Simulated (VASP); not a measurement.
Consider the following.

```
CELL_PARAMETERS angstrom
      5.43556     0.00000     0.00000
      0.00000     6.20595     0.00000
      0.00000     0.00000     3.00115
ATOMIC_POSITIONS crystal
  As 0.32922 0.86635 0.50000
  As 0.67078 0.13365 0.50000
  As 0.82922 0.63365 0.00000
  As 0.17078 0.36635 0.00000
  Ru 0.50000 0.50000 0.50000
  Ru 0.00000 0.00000 0.00000
```

All values below come from LDA (Ceperley-Alder, Perdew-Zunger), VASP's LDA PAW potentials (set 64) (plane waves; VASP). Numerical set-up: 300 eV cut-off, 3×3×6 Γ-centred mesh, Fermi-Dirac smearing of 0.010 eV, potentials As Ru_pv.

At this cut-off the stress carries a Pulay error, which pulls relaxed volumes low.

Question: Give the force on each atom (eV/Å).

Answer: 
| atom | Fx | Fy | Fz |
|---|---|---|---|
| As1 | -0.122 | -0.151 | 0.000 |
| As2 | 0.122 | 0.151 | 0.000 |
| As3 | -0.122 | 0.151 | 0.000 |
| As4 | 0.122 | -0.151 | 0.000 |
| Ru5 | 0.000 | 0.000 | 0.000 |
| Ru6 | 0.000 | 0.000 | 0.000 |

Question: Give the stress tensor in GPa (positive for a compressed cell).

Answer: 
```
-5.37   0.00   0.00
 0.00  -6.28   0.00
 0.00   0.00  -5.75
```
The pressure is its mean diagonal, -5.80 GPa.

The structure comes from a computed database's As2Ru entry (Pnnm), a phase known from measurement. The cell was not relaxed at this level.
